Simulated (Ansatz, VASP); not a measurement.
# Cross-check of Mo (Mo wire along [111], 3 atoms a period) between VASP and Ansatz, part 2 of 2

Wanted: the spread between two codes on one cell, functional and k mesh. Of the first pair: The structure shown is the start of the Ansatz relaxation below; VASP solves that cell, so the two are compared at the walk's first step.

VASP 6.6.1 and Ansatz 0.2.0.

So far: The starting structure; Ansatz: relaxation, PBE; VASP: single point, PBE, start cell, pair 1.

## (4) Differences

Known differences besides the potentials themselves: the cutoff is 420 eV in Ansatz and 400 eV in VASP. Total energies have different zeros and are not compared.

Forces (eV/Å; atoms numbered as in POSCAR):

```csv
atom,"Ansatz x, y, z","VASP x, y, z"
Mo1,"1.930, 3.325, 0.044","1.924, 3.314, 0.044"
Mo2,"1.930, -3.325, -0.044","1.924, -3.314, -0.044"
Mo3,"-3.861, 0.000, 0.000","-3.848, 0.000, 0.000"
```

The forces differ by 7.3 meV/Å r.m.s., which is 0.3 % of the r.m.s. force of 2.216 eV/Å (both taken over all components).

## (5) Ansatz: relaxation, PBE

This run makes the geometry at which the two programs are then compared. The cell compared in this pair holds 221.57 Å³, against 231.90 Å³ for the pair before.

The structure compared here is the end of the Ansatz relaxation.

input.yaml reads:

```yaml
crystal:
  lattice:
    - [9.034, 0.0, 0.0]
    - [0.0, 9.38, 0.0]
    - [0.0, 0.0, 2.736640276]
  atoms:
    - { symbol: Mo, position: [0.376355988, 0.362473348, 0.0] }
    - { symbol: Mo, position: [0.376355988, 0.637540426, 0.333333333] }
    - { symbol: Mo, position: [0.623694646, 0.500006887, 0.666666667] }
kpoints:
  mp_grid: { grid: [1, 1, 30] }
scf:
  occupations: { method: fermi_dirac, width: 0.05 }
hamiltonian:
  xc: pbe
relax:
  cell: { fix: [a, b, alpha, beta, gamma] }
  max_steps: 60
```

On the command line:

```sh
> ansatz run input.yaml --threads 4 --pin off --max-ram 16384MiB --backend cpu --events-out ev --progress --plain --runs-dir out
```

Numbers of over 12 decimals in the logs are rounded to 6 here.

The log of the run:

```text
[...]
Crystal: 3 atoms, lattice volume = 231.900 Å³
Basis set: ecut = 420 eV, 4577 PW (Γ), exchange–correlation on 128×128×40 points (8 copies of the dense FFT grid, shifted against one another)
Bands: 26, of which v1, the nominal top of the filled ones, is band 21 counted from 1 (20 counted from 0)
Symmetry: 2 space group operations
[...]
k-points: 16 of 30
[...]
0.000000       0.022582      -0.003275
  P = ⅓ Tr σ = 0.0222 GPa (0.222 kbar)
--- Relaxed structure (9 steps of the walk, 8 accepted, 1 SCFs on fresh bases) ---
[...]
cell:  # Å, volume = 221.5748 Å³
    - [9.034, 0.0, 0.0]
    - [0.0, 9.38, 0]
    - [0.0, 0, 2.614793]
  atoms:
    - { symbol: Mo, position: [0.385824, 0.380275, 0.015281] }
    - { symbol: Mo, position: [0.385824, 0.619725, 0.318052] }
    - { symbol: Mo, position: [0.604758, 0.500000, 0.666667] }
[key lines of the parts left out:]
SCF converged after 7 iterations
Free energy (F): -14860.550222 eV
Fermi energy:    1.469366 eV
```

## (6) VASP: single point, PBE, relaxed cell, pair 2

The same cell, functional, mesh and smearing now go to VASP, with its own data sets.

INCAR reads:

```
SYSTEM = Mo
PREC = Accurate
ENCUT = 500
EDIFF = 1E-06
NELM = 120
ISMEAR = -1
SIGMA = 0.05
LREAL = .FALSE.
ALGO = Normal
GGA = PE
NBANDS = 27
LASPH = .TRUE.
LORBIT = 11
LWAVE = .FALSE.
LCHARG = .FALSE.
ISIF = 2
GGA_COMPAT = .FALSE.
```

POSCAR reads:

```
Mo
1.0
    9.0340000000      0.0000000000      0.0000000000
    0.0000000000      9.3800000000      0.0000000000
    0.0000000000      0.0000000000      2.6147931865
Mo
3
Direct
    0.3858240734      0.3802752576      0.0152810820
    0.3858240734      0.6197247424      0.3180522513
    0.6047584751      0.5000000000      0.6666666667
```

KPOINTS reads:

```
Automatic mesh
0
Gamma
1 1 30
0 0 0
```

The projector-augmented-wave data sets are Mo_sv (PBE family, release 64).

On the command line:

```sh
> mpirun -np 1 vasp_std
```

The log of the run:

```text
[... set-up lines as in an earlier step ...]
 entering main loop
       N       E                     dE             d eps       ncg     rms          rms(c)
DAV:   1     0.305154341686E+03    0.30515E+03   -0.25729E+04  1288   0.126E+03
DAV:   2    -0.150288406777E+02   -0.32018E+03   -0.31501E+03  1064   0.345E+02
DAV:   3    -0.282311852388E+02   -0.13202E+02   -0.12601E+02  1116   0.553E+01
DAV:   4    -0.287302117167E+02   -0.49903E+00   -0.49215E+00  1149   0.810E+00
[...]
DAV:  16    -0.253214040701E+02   -0.43750E-04   -0.17605E-05   890   0.225E-02    0.358E-03
DAV:  17    -0.253214027503E+02    0.13199E-05   -0.27586E-06   804   0.838E-03    0.227E-03
DAV:  18    -0.253214030027E+02   -0.25247E-06   -0.32821E-07   532   0.427E-03
   1 F= -.25321403E+02 E0= -.25296916E+02  d E =-.489750E-01
```

From OUTCAR (step 6):

```text
  Total        0.1848360      0.2794111      0.2001077      0.0000000      0.0493568      0.0000000
  in kB        1.3365246      2.0203840      1.4469521      0.0000000      0.3568925      0.0000000
  external PRESSURE =       1.6012869 kB  Pullay stress =       0.0000000 kB

 POSITION                                       TOTAL-FORCE (eV/Angst)
 -----------------------------------------------------------------------------------
      3.48553      3.56698      0.03996        -0.042472     -0.097601     -0.008517
      3.48553      5.81302      0.83164        -0.042472      0.097601      0.008517
      5.46339      4.69000      1.74320         0.084944      0.000000      0.000000
 -----------------------------------------------------------------------------------
    total drift:                               -0.000124     -0.000008      0.000061

  FREE ENERGIE OF THE ION-ELECTRON SYSTEM (eV)
  ---------------------------------------------------
  free  energy   TOTEN  =       -25.3214030027 eV

  energy  without entropy=      -25.2724280241  energy(sigma->0) =      -25.29691551

[... 1 part as in an earlier step ...]

[... 2 further parts left out ...]
[key lines of the parts left out:]
E-fermi :  -0.3303
```

## (7) Side by side

What differs besides the data sets and the points named for the pairs above, as far as they apply: the cutoff is 420 eV in Ansatz and 500 eV in VASP; Ansatz's pressure holds a Pulay correction, VASP's none. Total energies have different zeros and are not compared.

The two programs side by side:

| quantity | Ansatz | VASP | difference |
| --- | --- | --- | --- |
| pressure (GPa) | 0.02 | 0.16 | -0.14 |

Forces (eV/Å; atoms numbered as in POSCAR):

```
atom       Ansatz x, y, z            VASP x, y, z
 Mo1  0.000, 0.000, 0.000  -0.042, -0.098, -0.009
 Mo2  0.000, 0.000, 0.000    -0.042, 0.098, 0.009
 Mo3  0.000, 0.000, 0.000     0.085, 0.000, 0.000
```

The forces differ by 58 meV/Å r.m.s., where the r.m.s. force is 0.000 eV/Å in Ansatz and 0.058 eV/Å in VASP: the atoms lie near their places of rest in Ansatz, so a percentage would say little (all taken over all components).

## (8) What came out

```
r.m.s. force difference (single point, PBE, start cell, pair 1)   : 0.33 % of the r.m.s. force
r.m.s. force difference (single point, PBE, relaxed cell, pair 2) : 58 meV/Å
```

The r.m.s. force difference is 58 meV/Å (single point, PBE, relaxed cell, pair 2), beyond the 12 meV/Å picked in this series as the mark of a large difference. What causes the difference of the single point, PBE, relaxed cell, pair 2 pair stays open here. Such differences can come from data sets, numerical settings and the points named under the comparisons, not from the functional's error against experiment.

[Lines on the potential files, build, host, timing and source positions are cut from VASP's logs without a mark.]

[Logs are printed without paths, hosts, clocks, repeated set-up lines and the standing remarks that a program may print on its own settings, such as how far it seeks lower states.]

[Hosts, paths, dates, database ids (printed as entryN), source tags and the programs' standing remarks are cut or masked in the printed files.]
